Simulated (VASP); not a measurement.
Data:

Space group P6₃/mmc (No. 194); a = b = 3.9269 Å, c = 5.1194 Å, α = β = 90.00°, γ = 120.00°

```tsv
atom	site	symmetry	x	y	z
Ni	2a	-3m.	0.0000	0.0000	0.0000
Sb	2c	-6m2	0.3333	0.6667	0.2500
```

Method: r2SCAN meta-GGA, VASP's PBE PAW potentials (set 64) (plane waves; VASP). Run with 480 eV cut-off, 8×8×6 Γ-centred mesh, first-order Methfessel-Paxton smearing of 0.10 eV, potentials Ni Sb.

Each relaxation starts from this cell; other phases were not tried.

Q: The cell is relaxed at 5 GPa. What happens?

A: The volume per atom goes from 17.09 to 16.49 Å³ (-3.5 %), and the cell becomes a = b = 3.8844 Å, c = 5.0465 Å, α = β = 90.00°, γ = 120.00°, space group P6_3/mmc.

Q: The cell is relaxed at 15 GPa. What happens?

A: The volume per atom goes from 17.09 to 15.56 Å³ (-9.0 %), and the cell becomes a = 3.8128 Å, b = 3.8128 Å, c = 4.9442 Å, α = 90.00°, β = 90.00°, γ = 120.00°, space group P6_3/mmc.

Failed runs are left out, and for metals the shear rows, which the mesh's noise covers.

The compound is NiSb in the NiAs type structure. The run is not spin-polarised, so no magnetic state was tried.
